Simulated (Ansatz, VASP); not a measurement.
# Cross-check of Tl2Te between VASP and Ansatz

Wanted: the spread between two codes on one cell, functional and k mesh. The cell is generated by rule, not measured, and may not be a known phase. The cell is taken from a series of runs on this material, whose earlier steps may have relaxed, scaled, displaced or heated it; both programs get it as it stands.

Method: plane waves, with VASP 6.6.1 beside it; PBEsol, in Ansatz 0.2.0.

The structure was built from a prototype and need not be the compound's stable phase.

### Step 1. The structure

The structure is cubic, space group Pn-3m (No. 224). Conventional cell: a = 7.301 Å, b = 7.301 Å, c = 7.301 Å, α = 90.00°, β = 90.00°, γ = 90.00°. Nearest to Te lie 4 Tl at 3.16 Å. Nearest to Tl lie 2 Te at 3.16 Å. Farther neighbours and most contacts between anions are not listed.

Structure file:

```xyz
6
Lattice="7.3010 0.0000 0.0000 0.0000 7.3010 0.0000 0.0000 0.0000 7.3010" Properties=species:S:1:pos:R:3 pbc="T T T"
Te    0.0000    7.3010    0.0000
Te    3.6505    3.6505    3.6505
Tl    1.8252    1.8252    1.8252
Tl    5.4757    5.4757    1.8252
Tl    5.4757    1.8252    5.4757
Tl    1.8252    5.4757    5.4757
```

### Step 2. VASP: relaxation of cell and atoms, PBEsol

The relaxed volume is the usual yardstick between codes: in a stiff, nearly cubic crystal its relative difference is about their pressure difference at one cell divided by the bulk modulus.

Lines of VASP's logs that name or quote its potential files are left out, and so is its time.

Contents of INCAR:

```
SYSTEM = Tl2Te
PREC = Accurate
ENCUT = 500
EDIFF = 1E-07
NELM = 120
ISMEAR = 0
SIGMA = 0.01
LREAL = .FALSE.
ALGO = Normal
GGA = PS
NBANDS = 39
LORBIT = 11
LWAVE = .FALSE.
LCHARG = .FALSE.
ISIF = 3
IBRION = 2
NSW = 80
EDIFFG = -0.005
LASPH = .TRUE.
GGA_COMPAT = .FALSE.
NELMIN = 4
KPAR = 2
```

Contents of POSCAR:

```
Tl2Te
1.0
    7.3009910000      0.0000000000      0.0000000000
    0.0000000000      7.3009910000      0.0000000000
    0.0000000000      0.0000000000      7.3009910000
Te Tl
2 4
Direct
    0.0000000000      0.9999999315      0.0000000000
    0.5000000000      0.4999999315      0.5000000000
    0.2500000000      0.2499999315      0.2500000000
    0.7500000000      0.7499999315      0.2500000000
    0.7500000000      0.2499999315      0.7500000000
    0.2500000000      0.7499999315      0.7500000000
```

Contents of KPOINTS:

```
Automatic mesh
0
Gamma
4 4 4
0 0 0
```

Potentials, in the order of the species: Te and Tl_d (PBE family, release 64).

The run is started by

```
$ mpirun -np 2 vasp_std
```

Numbers of over 12 decimals in the logs are rounded to 6 here.

What it wrote:

```text
[banner, memory and clock lines left out]
running    2 mpi-ranks, on    1 nodes
 distrk:  each k-point on    1 cores,    2 groups
 distr:  one band on    1 cores,    1 groups

 POSCAR found type information on POSCAR TeTl
 POSCAR found :  2 types and       6 ions
|                                                                             |
|               ----> ADVICE to this user running VASP <----                  |
|                                                                             |
|     You enforced a specific xc type in the INCAR file but a different       |
|     [... a line on the potential file left out ...]
|     I HOPE YOU KNOW WHAT YOU ARE DOING!                                     |
|                                                                             |

 LDA part: xc-table for (Slater+PW92), standard interpolation
 POSCAR, INCAR and KPOINTS ok, starting setup
 FFT: planning ... GRIDC
 FFT: planning ... GRID_SOFT
 FFT: planning ... GRID
 WAVECAR not read
 entering main loop
       N       E                     dE             d eps       ncg     rms          rms(c)
DAV:   1     0.345347640568E+03    0.34535E+03   -0.26785E+04   780   0.128E+03
DAV:   2     0.363943301819E+01   -0.34171E+03   -0.32917E+03   850   0.270E+02
DAV:   3    -0.166091263587E+02   -0.20249E+02   -0.19611E+02   942   0.502E+01
DAV:   4    -0.170759156382E+02   -0.46679E+00   -0.46628E+00   945   0.713E+00
DAV:   5    -0.170886849174E+02   -0.12769E-01   -0.12768E-01  1015   0.121E+00    0.718E+00
DAV:   6    -0.153788989940E+02    0.17098E+01   -0.27874E+00   840   0.588E+00    0.519E+00
DAV:   7    -0.152517252418E+02    0.12717E+00   -0.15361E+00   871   0.335E+00    0.172E+00
DAV:   8    -0.152516946026E+02    0.30639E-04   -0.31862E-01   824   0.181E+00    0.135E+00
DAV:   9    -0.154088464081E+02   -0.15715E+00   -0.68839E-01   811   0.282E+00    0.207E+00
DAV:  10    -0.152391175131E+02    0.16973E+00   -0.38500E-01   804   0.197E+00    0.166E-01
DAV:  11    -0.152460383219E+02   -0.69208E-02   -0.43112E-02   822   0.500E-01    0.478E-01
DAV:  12    -0.152454373560E+02    0.60097E-03   -0.13009E-03   886   0.120E-01    0.460E-01
DAV:  13    -0.152458617310E+02   -0.42437E-03   -0.60782E-03   811   0.208E-01    0.144E-01
DAV:  14    -0.152458122764E+02    0.49455E-04   -0.95743E-04   794   0.102E-01    0.220E-01
DAV:  15    -0.152457571651E+02    0.55111E-04   -0.14846E-04   887   0.341E-02    0.132E-01
DAV:  16    -0.152457618861E+02   -0.47211E-05   -0.19406E-05   859   0.118E-02    0.393E-02
DAV:  17    -0.152457615729E+02    0.31321E-06   -0.41621E-05   930   0.191E-02    0.419E-02
DAV:  18    -0.152457616167E+02   -0.43761E-07   -0.50298E-06   808   0.709E-03    0.330E-02
DAV:  19    -0.152457605928E+02    0.10239E-05   -0.10470E-06   676   0.398E-03    0.114E-02
DAV:  20    -0.152457602091E+02    0.38372E-06   -0.89153E-07   787   0.271E-03    0.241E-03
DAV:  21    -0.152457601621E+02    0.47012E-07   -0.23432E-07   578   0.129E-03
   1 F= -.15245760E+02 E0= -.15245760E+02  d E =-.152458E+02
 curvature:   0.00 expect dE= 0.000E+00 dE for cont linesearch  0.000E+00
 trial: gam= 0.00000 g(F)=  0.611E-42 g(S)=  0.152E-03 ort = 0.000E+00 (trialstep = 0.100E+01)
 search vector abs. value=  0.152E-03
 bond charge predicted
       N       E                     dE             d eps       ncg     rms          rms(c)
DAV:   1    -0.152483421642E+02   -0.25820E-02   -0.47768E-02   780   0.122E+00    0.295E-01
DAV:   2    -0.152461815084E+02    0.21607E-02   -0.48209E-03   780   0.360E-01    0.922E-02
DAV:   3    -0.152458772211E+02    0.30429E-03   -0.10440E-03   780   0.174E-01    0.647E-02
DAV:   4    -0.152458697664E+02    0.74547E-05   -0.35355E-05   802   0.296E-02    0.356E-02
DAV:   5    -0.152458692649E+02    0.50148E-06   -0.16815E-05   952   0.202E-02    0.310E-03
DAV:   6    -0.152458694837E+02   -0.21879E-06   -0.48193E-07   789   0.318E-03    0.314E-03
DAV:   7    -0.152458695479E+02   -0.64275E-07   -0.23410E-07   554   0.181E-03
   2 F= -.15245870E+02 E0= -.15245870E+02  d E =-.109386E-03
 trial-energy change:   -0.000109  1 .order   -0.000109   -0.000152   -0.000066
 step:   1.7169(harm=  1.7539)  dis= 0.00000  next Energy=   -15.245893 (dE=-0.133E-03)
 bond charge predicted
       N       E                     dE             d eps       ncg     rms          rms(c)
DAV:   1    -0.152471715949E+02   -0.13021E-02   -0.24604E-02   780   0.874E-01    0.212E-01
DAV:   2    -0.152460594120E+02    0.11122E-02   -0.24756E-03   780   0.258E-01    0.662E-02
DAV:   3    -0.152459030087E+02    0.15640E-03   -0.53666E-04   780   0.124E-01    0.464E-02
DAV:   4    -0.152458998977E+02    0.31110E-05   -0.18218E-05   802   0.212E-02    0.255E-02
DAV:   5    -0.152459003766E+02   -0.47890E-06   -0.86963E-06   952   0.145E-02    0.222E-03
DAV:   6    -0.152459005010E+02   -0.12443E-06   -0.25042E-07   773   0.230E-03    0.226E-03
DAV:   7    -0.152459005235E+02   -0.22496E-07   -0.12378E-07   521   0.133E-03
   3 F= -.15245901E+02 E0= -.15245901E+02  d E =-.140361E-03
 curvature:  -0.87 expect dE=-0.815E-06 dE for cont linesearch -0.815E-06
 trial: gam=-0.07208 g(F)=  0.212E-41 g(S)=  0.932E-06 ort = 0.119E-04 (trialstep = 0.114E+01)
 search vector abs. value=  0.580E-08
 reached required accuracy - stopping structural energy minimisation
```

OUTCAR, selected parts (step 2):

```text
ion  position               nearest neighbor table
   1  0.000  1.000  0.000-   3 3.16   4 3.16   5 3.16   6 3.16
   2  0.500  0.500  0.500-   3 3.16   4 3.16   5 3.16   6 3.16
   3  0.250  0.250  0.250-   1 3.16   2 3.16
   4  0.750  0.750  0.250-   1 3.16   2 3.16
   5  0.750  0.250  0.750-   1 3.16   2 3.16
   6  0.250  0.750  0.750-   1 3.16   2 3.16

  LATTYP: Found a simple cubic cell.
 ALAT       =     7.3009910000

 Subroutine GETGRP returns: Found 48 space group operations
 (whereof 24 operations were pure point group operations)

The static configuration has the point symmetry T_d .
 The point group associated with its full space group is O_h .

 Found     10 irreducible k-points:

   k-points           NKPTS =     10   k-points in BZ     NKDIM =     10   number of bands    NBANDS=     39

   dimension x,y,z NGX =    54 NGY =   54 NGZ =   54
   dimension x,y,z NGXF=   108 NGYF=  108 NGZF=  108

   ENCUT  =  500.0 eV  36.75 Ry    6.06 a.u.  13.31 13.31 13.31*2*pi/ulx,y,z

   NELECT =      64.0000    total number of electrons

 k-points in reciprocal lattice and weights: Automatic mesh
   0.00000000  0.00000000  0.00000000       0.016
   0.25000000  0.00000000  0.00000000       0.094
   0.50000000  0.00000000  0.00000000       0.047
   0.25000000  0.25000000  0.00000000       0.188
   0.50000000  0.25000000  0.00000000       0.188
   0.50000000  0.50000000  0.00000000       0.047
   0.25000000  0.25000000  0.25000000       0.125
   0.50000000  0.25000000  0.25000000       0.188
   0.50000000  0.50000000  0.25000000       0.094
   0.50000000  0.50000000  0.50000000       0.016

 average (electrostatic) potential at core
       1 -92.2567       2 -92.2567       3 -88.5288       4 -88.5288       5 -88.5288
       6 -88.5288

 E-fermi :   1.0540

 k-point     1 :       0.0000    0.0000    0.0000
  band No.  band energies     occupation
    ...
     28      -1.1886      2.00000
     29      -1.1886      2.00000
     30       0.9043      2.00000
     31       0.9043      2.00000
     32       0.9043      2.00000
     33       1.0965      0.00000
     34       1.0965      0.00000
     35       2.8462      0.00000
     36       2.8462      0.00000
     37       2.8462      0.00000
    ...

 k-point     2 :       0.2500    0.0000    0.0000
  band No.  band energies     occupation
    ...
     28      -1.1920      2.00000
     29      -0.8511      2.00000
     30       0.5196      2.00000
     31       0.7962      2.00000
     32       0.7962      2.00000
     33       1.2633      0.00000
     34       1.4797      0.00000
     35       2.4186      0.00000
     36       2.8962      0.00000
     37       2.8962      0.00000
    ...

 k-point     3 :       0.5000    0.0000    0.0000
  band No.  band energies     occupation
    ...
     28      -1.1963      2.00000
     29      -0.1382      2.00000
     30      -0.1382      2.00000
     31       0.7110      2.00000
     32       0.7110      2.00000
     33       1.7408      0.00000
     34       1.7408      0.00000
     35       2.0820      0.00000
     36       2.0820      0.00000
     37       2.8069      0.00000
    ...

  Total       -0.0062150     -0.0062150     -0.0062150     -0.0000000     -0.0000000     -0.0000000
  in kB       -0.0256706     -0.0256706     -0.0256706     -0.0000000     -0.0000000     -0.0000000
  external PRESSURE =      -0.0256706 kB  Pullay stress =       0.0000000 kB

  energy-cutoff  :      500.00
  volume of cell :      387.90
      direct lattice vectors                 reciprocal lattice vectors
     7.292980025 -0.000000000  0.000000000     0.137118160  0.000000000 -0.000000000
    -0.000000000  7.292980025  0.000000000     0.000000000  0.137118160 -0.000000000
     0.000000000  0.000000000  7.292980025    -0.000000000 -0.000000000  0.137118160

 POSITION                                       TOTAL-FORCE (eV/Angst)
 -----------------------------------------------------------------------------------
     -0.00000      7.29298      0.00000        -0.000000      0.000000     -0.000000
      3.64649      3.64649      3.64649         0.000000     -0.000000     -0.000000
      1.82325      1.82324      1.82325         0.000000      0.000000      0.000000
      5.46974      5.46973      1.82325         0.000000     -0.000000      0.000000
      5.46974      1.82324      5.46974        -0.000000     -0.000000     -0.000000
      1.82325      5.46973      5.46974        -0.000000      0.000000      0.000000
 -----------------------------------------------------------------------------------
    total drift:                                0.000438      0.000925      0.000000

  FREE ENERGIE OF THE ION-ELECTRON SYSTEM (eV)
  ---------------------------------------------------
  free  energy   TOTEN  =       -15.2459005235 eV

  energy  without entropy=      -15.2459005235  energy(sigma->0) =      -15.24590052

 reached required accuracy - stopping structural energy minimisation

 total charge
# of ion       s       p       d       tot
------------------------------------------
    1        1.388   1.975   0.012   3.375
    2        1.388   1.975   0.012   3.375
    3        1.275   0.211   9.657  11.143
    4        1.275   0.211   9.657  11.143
    5        1.275   0.211   9.657  11.143
    6        1.275   0.211   9.657  11.143
--------------------------------------------------
tot          7.876   4.796  38.652  51.324

[... 3 further parts left out ...]
```

CONTCAR:

```
Tl2Te
   1.00000000000000
     7.2929800254046215   -0.0000000000000000    0.0000000000000000
    -0.0000000000000000    7.2929800254046215    0.0000000000000000
     0.0000000000000000    0.0000000000000000    7.2929800254046215
  Te              Tl
     2     4
Direct
     0.0000000000000000    0.9999999314999997    0.0000000000000000
     0.5000000000000000    0.4999999314999997    0.5000000000000000
     0.2500000000000000    0.2499999314999997    0.2500000000000000
     0.7500000000000000    0.7499999314999997    0.2500000000000000
     0.7500000000000000    0.2499999314999997    0.7500000000000000
     0.2500000000000000    0.7499999314999997    0.7500000000000000
```

The run keeps the 48 symmetry operations of its start, so it cannot find a distortion of lower symmetry.

(Part 1 of 2 ends here.)

[Lines on the potential files, build, host, timing and source positions are cut from VASP's logs without a mark.]

[Logs are printed without paths, hosts, clocks, repeated set-up lines and the standing remarks that a program may print on its own settings, such as how far it seeks lower states.]

[Hosts, paths, dates, database ids (printed as entryN), source tags and the programs' standing remarks are cut or masked in the printed files.]
